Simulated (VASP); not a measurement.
VASP ran on this input.

### INCAR
```
SYSTEM = GePt
PREC = Accurate; ENCUT = 300; LREAL = F
LASPH = T
EDIFF = 1E-6; NELM = 100; ALGO = Normal
LMAXMIX = 6
ISMEAR = -1; SIGMA = 0.1
ISIF = 2
LWAVE = F; LCHARG = F
```

### KPOINTS
```
Automatic mesh
0
Gamma
5 8 5
0 0 0
```

File POSCAR:
```
GePt
5.756010
  1.0000000000   0.0000000000   0.0000000000
  0.0000000000   0.6480235441   0.0000000000
  0.0000000000   0.0000000000   1.0617702193
Ge Pt
4 4
Cart
  0.8139300000   0.4860176581   0.6243315067
  0.1860700000   0.1620058860   0.4374387126
  0.6860700000   0.1620058860   0.0934463970
  0.3139300000   0.4860176581   0.9683238223
  0.0018500000   0.4860176581   0.2046137390
  0.9981500000   0.1620058860   0.8571564803
  0.4981500000   0.1620058860   0.7354988486
  0.5018500000   0.4860176581   0.3262713707
```

POTCAR, in this order: Ge_d Pt (LDA.64 set). Program: vasp_std.

Question: Write an equivalent input for Ansatz.

Answer: One equivalent input (not run):
Ansatz 0.2 input:
```yaml
crystal:
  lattice:
    - [5.7560100, 0.0000000, 0.0000000]
    - [0.0000000, 3.7300300, 0.0000000]
    - [0.0000000, 0.0000000, 6.1115600]
  atoms:
    - { symbol: Ge, position: [0.8139300, 0.7500000, 0.5880100] }
    - { symbol: Ge, position: [0.1860700, 0.2500000, 0.4119900] }
    - { symbol: Ge, position: [0.6860700, 0.2500000, 0.0880100] }
    - { symbol: Ge, position: [0.3139300, 0.7500000, 0.9119900] }
    - { symbol: Pt, position: [0.0018500, 0.7500000, 0.1927100] }
    - { symbol: Pt, position: [0.9981500, 0.2500000, 0.8072900] }
    - { symbol: Pt, position: [0.4981500, 0.2500000, 0.6927100] }
    - { symbol: Pt, position: [0.5018500, 0.7500000, 0.3072900] }
kpoints:
  mp_grid: { grid: [5, 8, 5] }
hamiltonian:
  xc: lda
  pseudopotentials: { kind: paw }
scf:
  occupations: { method: fermi_dirac, width: 0.1 }
  max_iter: 100
output: { forces: true, stress: true, eigenvalues: true }
```
Limits of the translation: each code has its own PAW files, so the cut-off isn't converted (ENCUT is set for VASP's; basis.ecutwfc is left out, and Ansatz then takes the one that its files recommend); Ansatz stops its SCF on the density residual and VASP on the energy change (EDIFF); Ansatz's lda is the Perdew-Wang form, while the LDA potentials of VASP carry Perdew-Zunger's.

The structure comes from a computed database's GePt entry; how it stands against other phases isn't given here. The cell was not relaxed at this level.
